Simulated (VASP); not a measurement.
All values below come from PBE GGA, VASP's PBE PAW potentials (set 64) (plane waves; VASP 6.6.1).

VASP ran on this input.

### POSCAR
```
Al35GeN36
1.0
  4.6932676572  -8.1289780182   0.0000000000
  4.6932676572   8.1289780182   0.0000000000
  0.0000000000   0.0000000000  10.0192026154
Al N Ge
35 36 1
Cart
  1.5644209880  -0.9032188766   2.5048006538
  1.5644209880   0.9032188766   0.0000000000
  1.5644209880  -0.9032188766   7.5144019615
  1.5423954829   0.9239071256   5.0018163873
  3.0852602925   1.8317026168   2.4609165464
  3.1288466692   3.6128836353   0.0000000000
  3.1433676394   1.7669553069   7.4996436761
  3.1173481635   3.6074047041   5.0575932882
  4.6932676572   4.5161025119   2.5048006538
  4.6932676572   6.3225402650   0.0000000000
  4.6932676572   4.5161025119   7.5144019615
  4.6932676572   6.3225402650   5.0096013077
  3.1288466692  -3.6128836353   2.5048006538
  3.1288419760  -1.8064377532   0.0000000000
  3.1288466692  -3.6128836353   7.5144019615
  3.1192489369  -1.8513910016   4.9854249718
  4.7179542451  -0.8930820410   2.5459695574
  4.6932676572   0.9032270056   0.0000000000
  4.6444248207  -0.8922447563   7.5508017247
  6.3005663385   1.8016823010   2.4939197998
  6.2576886452   3.6128836353   0.0000000000
  6.2100848313   1.8267439402   7.5437181484
  6.2454439099   3.5874643210   4.9857355671
  4.6932676572  -6.3225402650   2.5048006538
  4.6932676572  -4.5161025119   0.0000000000
  4.6932676572  -6.3225402650   7.5144019615
  4.6932676572  -4.5161025119   5.0096013077
  6.2576886452  -3.6128836353   2.5048006538
  6.2576933384  -1.8064377532   0.0000000000
  6.2576886452  -3.6128836353   7.5144019615
  6.2362357187  -1.8111037865   4.9825494606
  7.8221143264  -0.9032188766   2.5048006538
  7.8221143264   0.9032188766   0.0000000000
  7.8221143264  -0.9032188766   7.5144019615
  7.8270234844   0.9199157974   5.0105130551
  1.5644209880  -0.9032188766   4.4184683534
  1.5644209880   0.9032188766   1.9136676995
  1.5644209880  -0.9032188766   9.4280696611
  1.5644209880   0.9032188766   6.9232690072
  3.1335446301   1.8007312106   4.3717989076
  3.1288466692   3.6128836353   1.9136676995
  3.1288419760   1.8064377532   9.4280696611
  3.1288466692   3.6128836353   6.9232690072
  4.6932676572   4.5161025119   4.4184683534
  4.6932676572   6.3225402650   1.9136676995
  4.6932676572   4.5161025119   9.4280696611
  4.6932676572   6.3225402650   6.9232690072
  3.1288466692  -3.6128836353   4.4184683534
  3.1288419760  -1.8064377532   1.9136676995
  3.1288466692  -3.6128836353   9.4280696611
  3.1288419760  -1.8064377532   6.9232690072
  4.6744007212  -0.8759461553   4.3896631459
  4.6719743018   0.8804252222   1.8883692129
  4.6932676572  -0.9032270056   9.4280696611
  4.7170062050   0.9009021178   6.9434577005
  6.2310261916   1.7641345516   4.4250910463
  6.2576886452   3.6128836353   1.9136676995
  6.2576933384   1.8064377532   9.4280696611
  6.2576886452   3.6128836353   6.9232690072
  4.6932676572  -6.3225402650   4.4184683534
  4.6932676572  -4.5161025119   1.9136676995
  4.6932676572  -6.3225402650   9.4280696611
  4.6932676572  -4.5161025119   6.9232690072
  6.2576886452  -3.6128836353   4.4184683534
  6.2576933384  -1.8064377532   1.9136676995
  6.2576886452  -3.6128836353   9.4280696611
  6.2576933384  -1.8064377532   6.9232690072
  7.8221143264  -0.9032188766   4.4184683534
  7.8221143264   0.9032188766   1.9136676995
  7.8221143264  -0.9032188766   9.4280696611
  7.8221143264   0.9032188766   6.9232690072
  4.6690363163   0.9401244368   5.0022071362
```

### INCAR
```
# general
SYSTEM   =  Al35GeN36
PREC     =  Normal
ENCUT    =  400
LREAL    =  Auto
LASPH    =  .TRUE.
ISYM     =  0

# electronic loop
EDIFF    =  1E-5
NELM     =  100
NELMIN   =  4
ALGO     =  Fast
LMAXMIX  =  4

# smearing
ISMEAR   =  0
SIGMA    =  0.05

# functional
GGA      =  PE

# spin
ISPIN    =  2
MAGMOM   =  72*0.0139
NUPDOWN  =  1

# ions
IBRION   =  2
NSW      =  60
ISIF     =  2
EDIFFG   =  -0.03

# output
LWAVE    =  .TRUE.
LCHARG   =  .FALSE.
LORBIT   =  10
```

### KPOINTS
```
Automatic mesh
0
Gamma
1 1 1
0 0 0
```

POTCAR, in this order: Al N Ge (PBE.64 set). Program: vasp_gam.

The run wrote:

OSZICAR:
```
       N       E                     dE             d eps       ncg     rms          rms(c)
DAV:   1     0.180884013174E+04    0.18088E+04   -0.13254E+05   736   0.123E+03
DAV:   2    -0.424647542639E+03   -0.22335E+04   -0.21298E+04   962   0.295E+02
DAV:   3    -0.610491981094E+03   -0.18584E+03   -0.18441E+03   848   0.906E+01
DAV:   4    -0.614337390123E+03   -0.38454E+01   -0.38250E+01   864   0.143E+01
DAV:   5    -0.614419596676E+03   -0.82207E-01   -0.82090E-01   864   0.204E+00    0.513E+01
RMM:   6    -0.526223529454E+03    0.88196E+02   -0.35682E+02   728   0.332E+01    0.178E+01
RMM:   7    -0.528564770214E+03   -0.23412E+01   -0.44899E+01   728   0.138E+01    0.128E+01
RMM:   8    -0.528379929153E+03    0.18484E+00   -0.30586E+00   728   0.447E+00    0.180E+00
RMM:   9    -0.528400839633E+03   -0.20910E-01   -0.50833E-01   737   0.152E+00    0.135E+00
RMM:  10    -0.528400498531E+03    0.34110E-03   -0.12607E-01   743   0.692E-01    0.908E-01
RMM:  11    -0.528404457049E+03   -0.39585E-02   -0.35299E-02   736   0.341E-01    0.509E-01
RMM:  12    -0.528409992497E+03   -0.55354E-02   -0.86249E-03   728   0.228E-01    0.197E-01
RMM:  13    -0.528409188377E+03    0.80412E-03   -0.53323E-03   729   0.131E-01    0.499E-02
RMM:  14    -0.528409311506E+03   -0.12313E-03   -0.21548E-03   729   0.864E-02    0.513E-02
RMM:  15    -0.528409298269E+03    0.13237E-04   -0.20480E-04   732   0.328E-02    0.251E-02
RMM:  16    -0.528409304993E+03   -0.67241E-05   -0.15580E-04   713   0.247E-02    0.909E-03
RMM:  17    -0.528409303645E+03    0.13484E-05   -0.18650E-05   465   0.944E-03
   1 F= -.52840930E+03 E0= -.52840930E+03  d E =-.528409E+03  mag=     1.0000
       N       E                     dE             d eps       ncg     rms          rms(c)
DAV:   1    -0.528703401826E+03   -0.29410E+00   -0.94637E+01   740   0.243E+01    0.213E+00
RMM:   2    -0.528830146966E+03   -0.12675E+00   -0.24153E+00   728   0.345E+00    0.119E+00
RMM:   3    -0.528809967933E+03    0.20179E-01   -0.29070E-01   729   0.120E+00    0.830E-01
RMM:   4    -0.528799406713E+03    0.10561E-01   -0.92108E-02   729   0.612E-01    0.355E-01
RMM:   5    -0.528800110103E+03   -0.70339E-03   -0.14627E-02   770   0.255E-01    0.210E-01
RMM:   6    -0.528800308389E+03   -0.19829E-03   -0.31355E-03   747   0.116E-01    0.924E-02
RMM:   7    -0.528800385432E+03   -0.77043E-04   -0.70412E-04   780   0.539E-02    0.433E-02
RMM:   8    -0.528800394330E+03   -0.88979E-05   -0.17379E-04   728   0.289E-02    0.208E-02
RMM:   9    -0.528800398702E+03   -0.43718E-05   -0.40525E-05   521   0.141E-02
   2 F= -.52880040E+03 E0= -.52880040E+03  d E =-.391095E+00  mag=     1.0000
       N       E                     dE             d eps       ncg     rms          rms(c)
DAV:   1    -0.528876748418E+03   -0.76354E-01   -0.84341E+00   784   0.734E+00    0.562E-01
RMM:   2    -0.528887468419E+03   -0.10720E-01   -0.20852E-01   729   0.101E+00    0.362E-01
RMM:   3    -0.528885314290E+03    0.21541E-02   -0.22538E-02   729   0.339E-01    0.233E-01
RMM:   4    -0.528884194440E+03    0.11199E-02   -0.10935E-02   729   0.203E-01    0.921E-02
RMM:   5    -0.528884267037E+03   -0.72597E-04   -0.12382E-03   753   0.776E-02    0.563E-02
RMM:   6    -0.528884272084E+03   -0.50471E-05   -0.48356E-04   739   0.403E-02    0.314E-02
RMM:   7    -0.528884270426E+03    0.16586E-05   -0.73206E-05   623   0.186E-02
   3 F= -.52888427E+03 E0= -.52888427E+03  d E =-.474967E+00  mag=     1.0000
       N       E                     dE             d eps       ncg     rms          rms(c)
DAV:   1    -0.528927322839E+03   -0.43051E-01   -0.12500E+01   752   0.895E+00    0.643E-01
RMM:   2    -0.528941310404E+03   -0.13988E-01   -0.23850E-01   729   0.107E+00    0.344E-01
RMM:   3    -0.528939751577E+03    0.15588E-02   -0.27160E-02   729   0.372E-01    0.219E-01
RMM:   4    -0.528938958913E+03    0.79266E-03   -0.80957E-03   729   0.186E-01    0.110E-01
RMM:   5    -0.528939049696E+03   -0.90782E-04   -0.11659E-03   764   0.733E-02    0.643E-02
RMM:   6    -0.528939058581E+03   -0.88852E-05   -0.24770E-04   740   0.336E-02    0.287E-02
RMM:   7    -0.528939063794E+03   -0.52136E-05   -0.66051E-05   625   0.171E-02
   4 F= -.52893906E+03 E0= -.52893906E+03  d E =-.547934E-01  mag=     1.0000
       N       E                     dE             d eps       ncg     rms          rms(c)
DAV:   1    -0.528939082835E+03   -0.24254E-04   -0.49625E-03   832   0.179E-01    0.134E-02
RMM:   2    -0.528939087834E+03   -0.49988E-05   -0.95234E-05   685   0.216E-02    0.936E-03
RMM:   3    -0.528939086596E+03    0.12381E-05   -0.10205E-05   448   0.730E-03    0.595E-03
RMM:   4    -0.528939086230E+03    0.36510E-06   -0.37038E-06   438   0.386E-03
   5 F= -.52893909E+03 E0= -.52893909E+03  d E =-.548158E-01  mag=     1.0000
       N       E                     dE             d eps       ncg     rms          rms(c)
DAV:   1    -0.528950245947E+03   -0.11159E-01   -0.45121E+00   746   0.530E+00    0.372E-01
RMM:   2    -0.528955465411E+03   -0.52195E-02   -0.76741E-02   729   0.585E-01    0.179E-01
RMM:   3    -0.528955235246E+03    0.23016E-03   -0.83890E-03   729   0.203E-01    0.114E-01
RMM:   4    -0.528954988166E+03    0.24708E-03   -0.22288E-03   729   0.986E-02    0.610E-02
RMM:   5    -0.528955017029E+03   -0.28863E-04   -0.39513E-04   779   0.402E-02    0.302E-02
RMM:   6    -0.528955018656E+03   -0.16263E-05   -0.64652E-05   614   0.170E-02
   6 F= -.52895502E+03 E0= -.52895502E+03  d E =-.159324E-01  mag=     1.0000
       N       E                     dE             d eps       ncg     rms          rms(c)
DAV:   1    -0.528955442937E+03   -0.42591E-03   -0.35345E-01   784   0.148E+00    0.103E-01
RMM:   2    -0.528955844185E+03   -0.40125E-03   -0.59651E-03   728   0.164E-01    0.507E-02
RMM:   3    -0.528955827608E+03    0.16577E-04   -0.69000E-04   729   0.575E-02    0.319E-02
RMM:   4    -0.528955808738E+03    0.18869E-04   -0.18477E-04   717   0.281E-02    0.164E-02
RMM:   5    -0.528955810619E+03   -0.18803E-05   -0.30876E-05   500   0.115E-02
   7 F= -.52895581E+03 E0= -.52895581E+03  d E =-.167244E-01  mag=     1.0000
       N       E                     dE             d eps       ncg     rms          rms(c)
DAV:   1    -0.528958463885E+03   -0.26551E-02   -0.13437E+00   740   0.292E+00    0.204E-01
RMM:   2    -0.528959968529E+03   -0.15046E-02   -0.24445E-02   729   0.338E-01    0.108E-01
RMM:   3    -0.528959836542E+03    0.13199E-03   -0.28786E-03   731   0.118E-01    0.697E-02
RMM:   4    -0.528959737655E+03    0.98887E-04   -0.91869E-04   729   0.608E-02    0.360E-02
RMM:   5    -0.528959750360E+03   -0.12705E-04   -0.16297E-04   760   0.251E-02    0.190E-02
RMM:   6    -0.528959750630E+03   -0.26932E-06   -0.27142E-05   480   0.108E-02
   8 F= -.52895975E+03 E0= -.52895975E+03  d E =-.394001E-02  mag=     1.0000
       N       E                     dE             d eps       ncg     rms          rms(c)
DAV:   1    -0.528959751120E+03   -0.75958E-06   -0.14426E-05   560   0.949E-03    0.415E-03
RMM:   2    -0.528959751179E+03   -0.59183E-07   -0.20601E-06   434   0.332E-03    0.273E-03
RMM:   3    -0.528959751200E+03   -0.20535E-07   -0.27601E-07   190   0.154E-03    0.152E-03
RMM:   4    -0.528959751197E+03    0.29577E-08   -0.36530E-08   120   0.137E-03
   9 F= -.52895975E+03 E0= -.52895975E+03  d E =-.394058E-02  mag=     1.0000
       N       E                     dE             d eps       ncg     rms          rms(c)
DAV:   1    -0.528960893808E+03   -0.11426E-02   -0.34712E-01   746   0.151E+00    0.102E-01
RMM:   2    -0.528961314363E+03   -0.42056E-03   -0.59221E-03   729   0.170E-01    0.515E-02
RMM:   3    -0.528961309651E+03    0.47126E-05   -0.66561E-04   731   0.595E-02    0.343E-02
RMM:   4    -0.528961286705E+03    0.22946E-04   -0.18885E-04   729   0.294E-02    0.173E-02
RMM:   5    -0.528961289487E+03   -0.27812E-05   -0.35351E-05   516   0.124E-02
  10 F= -.52896129E+03 E0= -.52896129E+03  d E =-.153829E-02  mag=     1.0000
```

### OUTCAR
```
------------------------ aborting loop because EDIFF is reached ----------------------------------------
  FORCE on cell =-STRESS in cart. coord.  units (eV):
  Direction    XX          YY          ZZ          XY          YZ          ZX
  --------------------------------------------------------------------------------------
  Total       -2.2796806     -2.0496761    -12.1060435     -0.0273795     -0.0188810      0.0150671
  in kB       -4.7776040     -4.2955758    -25.3710467     -0.0573801     -0.0395695      0.0315766
  external PRESSURE =     -11.4814089 kB  Pullay stress =       0.0000000 kB
  volume of cell :      764.49
      direct lattice vectors                 reciprocal lattice vectors
     4.693267657 -8.128978018  0.000000000     0.106535582 -0.061508347  0.000000000
     4.693267657  8.128978018  0.000000000     0.106535582  0.061508347  0.000000000
     0.000000000  0.000000000 10.019202615     0.000000000  0.000000000  0.099808342
  FREE ENERGIE OF THE ION-ELECTRON SYSTEM (eV)
  ---------------------------------------------------
  free  energy   TOTEN  =      -528.9612894866 eV

  energy  without entropy=     -528.9612894866  energy(sigma->0) =     -528.96128949

 total charge

# of ion       s       p       d       tot
------------------------------------------
    1        0.362   0.433   0.000   0.794
    2        0.362   0.433   0.000   0.796
    3        0.362   0.432   0.000   0.793
    4        0.364   0.433   0.000   0.797
    5        0.362   0.433   0.000   0.794
    6        0.362   0.433   0.000   0.796
    7        0.363   0.434   0.000   0.796
    8        0.364   0.433   0.000   0.797
    9        0.362   0.433   0.000   0.794
   10        0.362   0.432   0.000   0.794
   11        0.362   0.432   0.000   0.793
   12        0.361   0.432   0.000   0.793
   13        0.361   0.432   0.000   0.793
   14        0.362   0.433   0.000   0.796
   15        0.362   0.432   0.000   0.794
   16        0.364   0.433   0.000   0.797
   17        0.362   0.433   0.000   0.794
   18        0.361   0.431   0.000   0.792
   19        0.363   0.434   0.000   0.796
   20        0.361   0.432   0.000   0.794
   21        0.362   0.433   0.000   0.796
   22        0.363   0.434   0.000   0.796
   23        0.364   0.433   0.000   0.797
   24        0.361   0.432   0.000   0.793
   25        0.361   0.432   0.000   0.793
   26        0.362   0.432   0.000   0.794
   27        0.360   0.432   0.000   0.792
   28        0.361   0.432   0.000   0.793
   29        0.362   0.433   0.000   0.796
   30        0.362   0.432   0.000   0.794
   31        0.364   0.434   0.000   0.797
   32        0.362   0.433   0.000   0.794
   33        0.362   0.433   0.000   0.796
   34        0.362   0.432   0.000   0.793
   35        0.364   0.434   0.000   0.797
   36        1.232   2.588   0.000   3.820
   37        1.234   2.591   0.000   3.825
   38        1.233   2.589   0.000   3.822
   39        1.232   2.588   0.000   3.820
   40        1.255   2.538   0.000   3.792
   41        1.234   2.591   0.000   3.825
   42        1.234   2.589   0.000   3.823
   43        1.232   2.588   0.000   3.820
   44        1.232   2.588   0.000   3.820
   45        1.233   2.590   0.000   3.824
   46        1.233   2.590   0.000   3.823
   47        1.232   2.589   0.000   3.821
   48        1.238   2.591   0.000   3.829
   49        1.234   2.591   0.000   3.824
   50        1.233   2.590   0.000   3.823
   51        1.232   2.588   0.000   3.820
   52        1.254   2.539   0.000   3.793
   53        1.231   2.588   0.000   3.818
   54        1.234   2.589   0.000   3.824
   55        1.251   2.536   0.000   3.788
   56        1.254   2.539   0.000   3.793
   57        1.234   2.591   0.000   3.825
   58        1.234   2.589   0.000   3.823
   59        1.232   2.588   0.000   3.821
   60        1.238   2.591   0.000   3.829
   61        1.232   2.589   0.000   3.822
   62        1.233   2.590   0.000   3.823
   63        1.233   2.589   0.000   3.822
   64        1.238   2.591   0.000   3.829
   65        1.234   2.591   0.000   3.825
   66        1.233   2.590   0.000   3.823
   67        1.232   2.589   0.000   3.821
   68        1.232   2.588   0.000   3.821
   69        1.234   2.591   0.000   3.825
   70        1.233   2.590   0.000   3.823
   71        1.232   2.588   0.000   3.821
   72        1.086   1.155   0.234   2.474
--------------------------------------------------
tot         58.240 109.315   0.234 167.788

 magnetization (x)

# of ion       s       p       d       tot
------------------------------------------
    1        0.002   0.000   0.000   0.002
    2        0.002   0.000   0.000   0.002
    3        0.002   0.000   0.000   0.002
    4        0.004   0.001   0.000   0.004
    5        0.001   0.000   0.000   0.001
    6        0.002   0.000   0.000   0.002
    7        0.001   0.000   0.000   0.001
    8        0.004   0.001   0.000   0.004
    9        0.002   0.000   0.000   0.002
...
```
(Selected blocks of OUTCAR.)

File CONTCAR:
```
Al35GeN36
   1.00000000000000
     4.6932676571999998   -8.1289780181999998    0.0000000000000000
     4.6932676571999998    8.1289780181999998    0.0000000000000000
     0.0000000000000000    0.0000000000000000   10.0192026153999993
  Al              N               Ge
    35    36     1
Direct
     0.2218685820494365    0.1105575107631901    0.2493728529209833
     0.1105195450781245    0.2209730497702430    0.9996608393719058
     0.2218370691637075    0.1104152904852915    0.7498340020124719
     0.1085125563896265    0.2191196038747491    0.4998672875118658
     0.2201806900281366    0.4434418941244895    0.2458263702604996
     0.1104945224735049    0.5560263329640545    0.9994370167714328
     0.2188562876417890    0.4425323049537900    0.7524681208702912
     0.1083988662757208    0.5554862385500637    0.5000805743807238
     0.2219598027835358    0.7776722878461838    0.2494253996445691
     0.1110102796713572    0.8887437012674746    0.9999825768600590
     0.2220023507167384    0.7776734011355880    0.7498776911479194
     0.1108045262789451    0.8883511538293003    0.4996682296459326
     0.5559557931076270    0.1111557504159403    0.2497452319860853
     0.4438857341396802    0.2211143463766239    0.9998430348148599
     0.5556368416886120    0.1108145932417622    0.7499349177722139
     0.4436513864093651    0.2191755937807604    0.4999390404469970
     0.5560269895507822    0.4435241620163423    0.2462633760438464
     0.4443422894211385    0.5553279629048664    0.9993777252769762
     0.5567292368735528    0.4424188455576588    0.7524240192909695
     0.5562040136671357    0.7789374039367516    0.2461716999682396
     0.4439023199733962    0.8892777777573657    0.9999312183720581
     0.5567228888032365    0.7803363086017764    0.7525354345916772
     0.4438901949334259    0.8904286469429810    0.4999645183785938
     0.8885295134259457    0.1110507674815670    0.2495765191330762
     0.7777268173220985    0.2221946727907003    0.9994690802190457
     0.8885571407407550    0.1110648458079981    0.7497301470173671
     0.7774225199478566    0.2217940885149846    0.4999115570952009
     0.8885362363943158    0.4440681043496404    0.2496777048444830
     0.7785605445010692    0.5559438111476057    0.9999502013534669
     0.8884474041025232    0.4438945834912424    0.7498385638564107
     0.7797029554248354    0.5556020835803160    0.5000988144190381
     0.8892157831405674    0.7779489784111862    0.2496042352648202
     0.7786743098631034    0.8892668104962543    0.9996960295069419
     0.8887071338918848    0.7774795481771098    0.7500851872071659
     0.7797670430563174    0.8903898407611677    0.5001395486922307
     0.2219835593138646    0.1108467128853038    0.4411786868325328
     0.1105773285385899    0.2211058387203193    0.1906206053496352
     0.2220518734039940    0.1106727111013290    0.9408261331274752
     0.1110923372851978    0.2221210298296537    0.6909284635453469
     0.2160153276625862    0.4411425856830977    0.4383987084443404
     0.1105046711895674    0.5560151531771468    0.1904337265725799
     0.2214772230229440    0.4439488540317573    0.9425779142353395
     0.1110323223204850    0.5551531767623973    0.6911226480732400
     0.2220995103840918    0.7771528266333606    0.4412290714454607
     0.1110655087122432    0.8887111734228862    0.1913648044324437
     0.2221702298737168    0.7779376539688302    0.9408337196090091
     0.1107109355591362    0.8884021954517792    0.6908026919598169
     0.5557214256605237    0.1108155764886604    0.4409456459793923
     0.4438885245370678    0.2212433547159791    0.1908930272575187
     0.5554812619909294    0.1109295544125697    0.9409003170692802
     0.4442080069267585    0.2219043988730704    0.6909685426197585
     0.5575410644994235    0.4413696930768590    0.4388285932920311
     0.4440422192878852    0.5551843718722156    0.1912556178877193
     0.5557499710329666    0.4439639728627389    0.9425167251750878
     0.4440773197729149    0.5550445287682541    0.6970426028493645
     0.5577345001550116    0.7821259082967198    0.4387577490184359
     0.4439110782392867    0.8890135457167230    0.1909219544022971
     0.5557074016423954    0.7782050131591801    0.9426312393330074
     0.4443584041966753    0.8882758790904146    0.6910277599049838
     0.8881040173785184    0.1106603262358226    0.4408870600787648
     0.7777787893046617    0.2222341762609308    0.1907617473138540
     0.8887508344865199    0.1109885043789069    0.9406835882391578
     0.7775531859494086    0.2219623957842371    0.6912787030527170
     0.8880703488164295    0.4436800038559401    0.4409521263557865
     0.7783253976443663    0.5560218400970001    0.1909869522522279
     0.8886792990946695    0.4443987522600334    0.9407424933090663
     0.7771594798462462    0.5551318676313707    0.6910871968001928
     0.8883051750722151    0.7772583108740608    0.4413474173128152
     0.7785417409390185    0.8890389832368979    0.1906928459144727
     0.8889855726925870    0.7777298195871173    0.9410226943199527
     0.7771859295771644    0.8883659414426063    0.6911728423708891
     0.4434350550600895    0.5547130732468090    0.5001866173136860
```

At this cut-off the stress carries a Pulay error, which pulls relaxed volumes low. The supercell is sampled at Γ alone, which is coarse: total energies, pressure and levels can be off, energies of defects by several tenths of an eV.

The cell is a supercell with a defect, built from AlN (wurtzite): Ge_Al.
